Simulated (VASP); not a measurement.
Consider the following.

```
CELL_PARAMETERS angstrom
      0.00000     2.06672     2.06672
      2.06672     0.00000     2.06672
      2.06672     2.06672     0.00000
ATOMIC_POSITIONS crystal
  Ag 0.00000 0.00000 0.00000
```

Method: revTPSS meta-GGA, VASP's PBE PAW potentials (set 64) (plane waves; VASP). Run with 520 eV cut-off, 15×15×15 Γ-centred mesh, first-order Methfessel-Paxton smearing of 0.10 eV, potentials Ag.

Question: Give the stress tensor in GPa (positive for a compressed cell).

Answer: 
```
-5.95   0.00   0.00
 0.00  -5.95   0.00
 0.00   0.00  -5.95
```
The pressure is its mean diagonal, -5.95 GPa.

The compound is Ag in the fcc structure. This cell is one point of a volume scan, at 1.06 of the reference volume.
